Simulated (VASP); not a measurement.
Output of a VASP run:

File OSZICAR:
```
       N       E                     dE             d eps       ncg     rms          rms(c)
DAV:   1     0.253854813830E+02    0.25385E+02   -0.59407E+03  2184   0.115E+03
DAV:   2    -0.243716698380E+02   -0.49757E+02   -0.47844E+02  2232   0.218E+02
DAV:   3    -0.247717210582E+02   -0.40005E+00   -0.39995E+00  2523   0.242E+01
DAV:   4    -0.247728340647E+02   -0.11130E-02   -0.11130E-02  2501   0.113E+00
DAV:   5    -0.247728451459E+02   -0.11081E-04   -0.11081E-04  2395   0.994E-02    0.678E+00
DAV:   6    -0.211434251478E+02    0.36294E+01   -0.77027E+00  2173   0.323E+01    0.519E+00
DAV:   7    -0.213171638616E+02   -0.17374E+00   -0.55849E-01  2188   0.740E+00    0.270E+00
DAV:   8    -0.213099946996E+02    0.71692E-02   -0.36122E-02  2164   0.168E+00    0.855E-02
DAV:   9    -0.213272662105E+02   -0.17272E-01   -0.29673E-02  2221   0.139E+00    0.156E-01
DAV:  10    -0.213275654177E+02   -0.29921E-03   -0.16294E-03  2191   0.487E-01    0.577E-02
DAV:  11    -0.213296384779E+02   -0.20731E-02   -0.43513E-03  2191   0.568E-01    0.730E-02
DAV:  12    -0.213294158517E+02    0.22263E-03   -0.13374E-04  2372   0.141E-01    0.475E-02
DAV:  13    -0.213295345951E+02   -0.11874E-03   -0.13198E-04  2196   0.126E-01    0.216E-02
DAV:  14    -0.213295897191E+02   -0.55124E-04   -0.10037E-04  2245   0.833E-02    0.511E-03
DAV:  15    -0.213295898377E+02   -0.11865E-06   -0.27246E-06  2363   0.200E-02    0.115E-03
DAV:  16    -0.213295900118E+02   -0.17405E-06   -0.13771E-07  2230   0.461E-03    0.119E-03
DAV:  17    -0.213295902983E+02   -0.28650E-06   -0.36117E-07  2169   0.764E-03    0.223E-04
DAV:  18    -0.213295902632E+02    0.35105E-07   -0.29664E-08  1202   0.205E-03
   1 F= -.21329590E+02 E0= -.21329495E+02  d E =-.285581E-03
```

OUTCAR:
```
------------------------ aborting loop because EDIFF is reached ----------------------------------------
  FORCE on cell =-STRESS in cart. coord.  units (eV):
  Direction    XX          YY          ZZ          XY          YZ          ZX
  --------------------------------------------------------------------------------------
  Total        0.7697544      0.7697544      0.7697544      0.0000000      0.0000000     -0.0000000
  in kB       75.8153656     75.8153656     75.8153656      0.0000000      0.0000000     -0.0000000
  external PRESSURE =      75.8153656 kB  Pullay stress =       0.0000000 kB
  volume of cell :       16.27
      direct lattice vectors                 reciprocal lattice vectors
     0.000000000  2.011060678  2.011060678    -0.248625019  0.248625019  0.248625019
     2.011060678  0.000000000  2.011060678     0.248625019 -0.248625019  0.248625019
     2.011060678  2.011060678  0.000000000     0.248625019  0.248625019 -0.248625019
 POSITION                                       TOTAL-FORCE (eV/Angst)
 -----------------------------------------------------------------------------------
      0.00000      0.00000      0.00000         0.000000      0.000000      0.000000
 -----------------------------------------------------------------------------------
    total drift:                               -0.000000      0.000000      0.000000
  FREE ENERGIE OF THE ION-ELECTRON SYSTEM (eV)
  ---------------------------------------------------
  free  energy   TOTEN  =       -21.3295902632 eV

  energy  without entropy=      -21.3293046820  energy(sigma->0) =      -21.32949507
```
(Selected blocks of OUTCAR.)

POSCAR:
```
Ag
1
    0.0000000000     2.0110606777     2.0110606777
    2.0110606777     0.0000000000     2.0110606777
    2.0110606777     2.0110606777     0.0000000000
Ag
1
Direct
  0.0000000000   0.0000000000   0.0000000000
```

Question: Reconstruct the remaining input files.

Answer: One answer among several that fit: the input of the run itself, r2SCAN meta-GGA, plane waves, VASP's PBE PAW potentials (set 64).

### KPOINTS
```
Automatic mesh
0
gamma
  15 15 15
0 0 0
```

INCAR:
```
SYSTEM = Ag
PREC = Accurate; ENCUT = 520; LREAL = F
LASPH = T
EDIFF = 1E-7; NELM = 100; ALGO = Normal
LMAXMIX = 4; LMIXTAU = T
ISMEAR = 1; SIGMA = 0.1
METAGGA = R2SCAN
ISIF = 2
LWAVE = F; LCHARG = F
```

POTCAR, in this order: Ag (PBE.64 set). Program: vasp_std.

The compound is Ag in the fcc structure. This cell is one point of a volume scan, at 0.94 of the reference volume.
